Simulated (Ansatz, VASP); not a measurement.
# Cross-check of SiO2 between VASP and Ansatz, part 2 of 3

Wanted: the spread between two codes on one cell, functional and k mesh. The cell is taken from a series of runs on this material, whose earlier steps may have relaxed, scaled, displaced or heated it; both programs get it as it stands.

VASP 6.6.1 and Ansatz 0.2.0.

So far: Set-up; VASP: zone-centre phonons, LDA.

**2. VASP: zone-centre phonons, LDA (continued)**

Level of this step: LDA; plane waves and PAW (O, Si) (VASP).

Parts of OUTCAR (step 2):

```text
ion  position               nearest neighbor table
   1  0.690  0.690  0.000-   5 1.75   5 1.75   6 1.90
   2  0.190  0.810  0.500-   6 1.75   6 1.75   5 1.90
   3  0.310  0.310  0.000-   5 1.75   5 1.75   6 1.90
   4  0.810  0.190  0.500-   6 1.75   6 1.75   5 1.90
   5  0.500  0.500  0.500-   1 1.75   3 1.75   1 1.75   3 1.75   2 1.90   4 1.90
   6  0.000  0.000  0.000-   2 1.75   4 1.75   2 1.75   4 1.75   3 1.90   1 1.90

  LATTYP: Found a simple tetragonal cell.
 ALAT       =     4.3211092703
 C/A-ratio  =     0.6046819746

 Subroutine GETGRP returns: Found 16 space group operations
 (whereof  8 operations were pure point group operations)

The static configuration has the point symmetry D_2h.
 The point group associated with its full space group is D_4h.

 Found     75 irreducible k-points:

   k-points           NKPTS =     75   k-points in BZ     NKDIM =     75   number of bands    NBANDS=     22

   dimension x,y,z NGX =    36 NGY =   36 NGZ =   24
   dimension x,y,z NGXF=    72 NGYF=   72 NGZF=   48

   ENCUT  =  600.0 eV  44.10 Ry    6.64 a.u.   8.63  8.63  5.22*2*pi/ulx,y,z

   NELECT =      32.0000    total number of electrons

 k-points in reciprocal lattice and weights: Automatic mesh
   0.00000000  0.00000000  0.00000000       0.002
   0.12500000  0.00000000  0.00000000       0.008
   0.25000000  0.00000000  0.00000000       0.008
   0.37500000  0.00000000  0.00000000       0.008
   0.50000000  0.00000000  0.00000000       0.004
   0.12500000  0.12500000  0.00000000       0.008
   0.25000000  0.12500000  0.00000000       0.016
   0.37500000  0.12500000  0.00000000       0.016
   0.50000000  0.12500000  0.00000000       0.008
[...]
0.50000000  0.37500000  0.50000000       0.008
   0.50000000  0.50000000  0.50000000       0.002

[...]
2     0.46436     3.81531     0.00000
    3     0.00000     0.00000     4.00276

 Eigenvectors and eigenvalues of the dynamical matrix
 ----------------------------------------------------

   1 f  =   26.359351 THz   165.620687 2PiTHz  879.253308 cm-1   109.013467 meV
             X         Y         Z           dx          dy          dz
      2.979500  2.979500  0.000000     0.353553    0.353553   -0.000000
      0.818945  3.502164  1.306448    -0.353553    0.353553    0.000000
      1.341609  1.341609  0.000000    -0.353553   -0.353553    0.000000
      3.502164  0.818945  1.306448     0.353553   -0.353553   -0.000000
      2.160555  2.160555  1.306448     0.000000    0.000000    0.000000
      0.000000  0.000000  0.000000     0.000000    0.000000   -0.000000

   2 f  =   24.991779 THz   157.027976 2PiTHz  833.636001 cm-1   103.357645 meV
             X         Y         Z           dx          dy          dz
      2.979500  2.979500  0.000000    -0.314840   -0.308229    0.000000
      0.818945  3.502164  1.306448     0.114186    0.094441    0.000000
      1.341609  1.341609  0.000000    -0.314840   -0.308229   -0.000000
      3.502164  0.818945  1.306448     0.114186    0.094441   -0.000000
      2.160555  2.160555  1.306448     0.504859    0.493058   -0.000000
      0.000000  0.000000  0.000000    -0.202006   -0.170382    0.000000

   3 f  =   24.991779 THz   157.027976 2PiTHz  833.636001 cm-1   103.357645 meV
             X         Y         Z           dx          dy          dz
      2.979500  2.979500  0.000000     0.094441   -0.114186   -0.000000
      0.818945  3.502164  1.306448    -0.308229    0.314840    0.000000
      1.341609  1.341609  0.000000     0.094441   -0.114186   -0.000000
      3.502164  0.818945  1.306448    -0.308229    0.314840   -0.000000
      2.160555  2.160555  1.306448    -0.170382    0.202006    0.000000
      0.000000  0.000000  0.000000     0.493058   -0.504859   -0.000000

   4 f  =   22.356162 THz   140.467911 2PiTHz  745.721310 cm-1    92.457617 meV
             X         Y         Z           dx          dy          dz
      2.979500  2.979500  0.000000    -0.000000    0.000000   -0.429975
      0.818945  3.502164  1.306448     0.000000   -0.000000    0.429975
      1.341609  1.341609  0.000000    -0.000000    0.000000   -0.429975
      3.502164  0.818945  1.306448     0.000000   -0.000000    0.429975
      2.160555  2.160555  1.306448     0.000000   -0.000000    0.360891
      0.000000  0.000000  0.000000    -0.000000    0.000000   -0.360891

   5 f  =   21.369652 THz   134.269485 2PiTHz  712.814872 cm-1    88.377741 meV
             X         Y         Z           dx          dy          dz
      2.979500  2.979500  0.000000    -0.353553   -0.353553    0.000000
      0.818945  3.502164  1.306448    -0.353553    0.353553    0.000000
      1.341609  1.341609  0.000000     0.353553    0.353553    0.000000
      3.502164  0.818945  1.306448     0.353553   -0.353553    0.000000
      2.160555  2.160555  1.306448     0.000000    0.000000   -0.000000
      0.000000  0.000000  0.000000    -0.000000    0.000000   -0.000000

   6 f  =   20.552981 THz   129.138186 2PiTHz  685.573638 cm-1    85.000260 meV
             X         Y         Z           dx          dy          dz
      2.979500  2.979500  0.000000    -0.000000    0.000000   -0.341912
      0.818945  3.502164  1.306448     0.000000   -0.000000   -0.341912
      1.341609  1.341609  0.000000    -0.000000    0.000000   -0.341912
      3.502164  0.818945  1.306448     0.000000   -0.000000   -0.341912
      2.160555  2.160555  1.306448     0.000000    0.000000    0.515939
      0.000000  0.000000  0.000000     0.000000    0.000000    0.515939

   7 f  =   17.130750 THz   107.635677 2PiTHz  571.420314 cm-1    70.847058 meV
             X         Y         Z           dx          dy          dz
      2.979500  2.979500  0.000000     0.000000   -0.000000    0.702003
      0.818945  3.502164  1.306448    -0.000000   -0.000000   -0.084802
      1.341609  1.341609  0.000000    -0.000000    0.000000   -0.702003
      3.502164  0.818945  1.306448     0.000000    0.000000    0.084802
      2.160555  2.160555  1.306448     0.000000    0.000000    0.000000
      0.000000  0.000000  0.000000     0.000000   -0.000000    0.000000

   8 f  =   17.130750 THz   107.635677 2PiTHz  571.420314 cm-1    70.847058 meV
             X         Y         Z           dx          dy          dz
      2.979500  2.979500  0.000000     0.000000   -0.000000    0.084802
      0.818945  3.502164  1.306448    -0.000000   -0.000000    0.702003
      1.341609  1.341609  0.000000    -0.000000    0.000000   -0.084802
      3.502164  0.818945  1.306448     0.000000    0.000000   -0.702003
      2.160555  2.160555  1.306448     0.000000    0.000000    0.000000
      0.000000  0.000000  0.000000     0.000000   -0.000000   -0.000000

   9 f  =   16.563397 THz   104.070895 2PiTHz  552.495465 cm-1    68.500676 meV
             X         Y         Z           dx          dy          dz
      2.979500  2.979500  0.000000     0.353553   -0.353553   -0.000000
      0.818945  3.502164  1.306448    -0.353553   -0.353553   -0.000000
      1.341609  1.341609  0.000000    -0.353553    0.353553    0.000000
      3.502164  0.818945  1.306448     0.353553    0.353553    0.000000
      2.160555  2.160555  1.306448    -0.000000   -0.000000    0.000000
      0.000000  0.000000  0.000000    -0.000000    0.000000    0.000000

  10 f  =   14.931344 THz    93.816403 2PiTHz  498.056037 cm-1    61.751051 meV
             X         Y         Z           dx          dy          dz
      2.979500  2.979500  0.000000    -0.426182    0.264996   -0.000000
      0.818945  3.502164  1.306448     0.335273    0.031611   -0.000000
      1.341609  1.341609  0.000000    -0.426182    0.264996    0.000000
      3.502164  0.818945  1.306448     0.335273    0.031611    0.000000
      2.160555  2.160555  1.306448    -0.201601   -0.141098    0.000000
      0.000000  0.000000  0.000000     0.338866   -0.306750   -0.000000

  11 f  =   14.931344 THz    93.816403 2PiTHz  498.056037 cm-1    61.751051 meV
             X         Y         Z           dx          dy          dz
      2.979500  2.979500  0.000000    -0.031611    0.335273   -0.000000
      0.818945  3.502164  1.306448    -0.264996   -0.426182   -0.000000
      1.341609  1.341609  0.000000    -0.031611    0.335273    0.000000
      3.502164  0.818945  1.306448    -0.264996   -0.426182    0.000000
      2.160555  2.160555  1.306448     0.306750    0.338866    0.000000
      0.000000  0.000000  0.000000     0.141098   -0.201601   -0.000000

  12 f  =   11.152448 THz    70.072897 2PiTHz  372.005620 cm-1    46.122798 meV
             X         Y         Z           dx          dy          dz
      2.979500  2.979500  0.000000     0.000000   -0.000000    0.255189
      0.818945  3.502164  1.306448    -0.000000   -0.000000   -0.255189
      1.341609  1.341609  0.000000     0.000000   -0.000000    0.255189
      3.502164  0.818945  1.306448    -0.000000   -0.000000   -0.255189
      2.160555  2.160555  1.306448     0.000000   -0.000000    0.608077
      0.000000  0.000000  0.000000     0.000000    0.000000   -0.608077

  13 f  =   10.123780 THz    63.609588 2PiTHz  337.692964 cm-1    41.868573 meV
             X         Y         Z           dx          dy          dz
      2.979500  2.979500  0.000000    -0.171009    0.105174    0.000000
      0.818945  3.502164  1.306448    -0.255181    0.216644    0.000000
      1.341609  1.341609  0.000000    -0.171009    0.105174   -0.000000
      3.502164  0.818945  1.306448    -0.255181    0.216644   -0.000000
      2.160555  2.160555  1.306448     0.580984   -0.586303   -0.000000
      0.000000  0.000000  0.000000     0.062379    0.100496   -0.000000
    [... 43 further lines ...]
      2.160555  2.160555  1.306448     0.000000   -0.000000   -0.483536
      0.000000  0.000000  0.000000     0.000000   -0.000000   -0.483536

 MACROSCOPIC STATIC DIELECTRIC TENSOR IONIC CONTRIBUTION
 ------------------------------------------------------
          14.050713    -0.000000     0.000000
          -0.000000    14.050713     0.000000
           0.000000     0.000000     4.597702
 ------------------------------------------------------

 ELASTIC MODULI CONTR FROM IONIC RELAXATION (kBar)
 Direction    XX          YY          ZZ          XY          YZ          ZX
 --------------------------------------------------------------------------------
 XX       -1348.1896   -433.8131   -120.7304     -0.0000     -0.0000      0.0000
 YY        -433.8131  -1348.1896   -120.7304      0.0000     -0.0000      0.0000
 ZZ        -120.7304   -120.7304    -16.3589      0.0000     -0.0000      0.0000
 XY          -0.0000      0.0000     -0.0000   -166.4473     -0.0000      0.0000
 YZ          -0.0000     -0.0000     -0.0000     -0.0000   -105.1790      0.0000
 ZX           0.0000      0.0000      0.0000      0.0000      0.0000   -133.5241
 --------------------------------------------------------------------------------

 PIEZOELECTRIC TENSOR IONIC CONTR  for field in x, y, z        (C/m^2)
          XX          YY          ZZ          XY          YZ          ZX
  --------------------------------------------------------------------------------
  x     0.00000     0.00000     0.00000     0.00000     0.00000     0.00000
  y     0.00000     0.00000     0.00000     0.00000    -0.00000    -0.00000
  z     0.00000    -0.00000     0.00000     0.00000     0.00000    -0.00000
```

(Part 2 of 3 ends here.)

[Lines on the potential files, build, host, timing and source positions are cut from VASP's logs without a mark.]

[Logs are printed without paths, hosts, clocks, repeated set-up lines and the standing remarks that a program may print on its own settings, such as how far it seeks lower states.]

[Hosts, paths, dates, database ids (printed as entryN), source tags and the programs' standing remarks are cut or masked in the printed files.]
